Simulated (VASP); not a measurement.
Consider the following.

```xyz
2
Lattice="0.0000 2.7780 2.7780 2.7780 0.0000 2.7780 2.7780 2.7780 0.0000" Properties=species:S:1:pos:R:3 pbc="T T T"
Ag     2.7780     2.7780     0.0000
Cl     2.7780     2.7780     2.7780
```

Level of theory: optB88-vdW, VASP's PBE PAW potentials (set 64) (plane waves; VASP 6.6.1). Numerical set-up: 520 eV cut-off, 9×9×9 Γ-centred mesh, tetrahedra with Blöchl corrections, potentials Ag Cl.

Predict the energy per atom (σ→0).

- energy per atom (σ→0) = -367 meV/atom

The compound is AgCl in the rock salt structure. It was relaxed first.
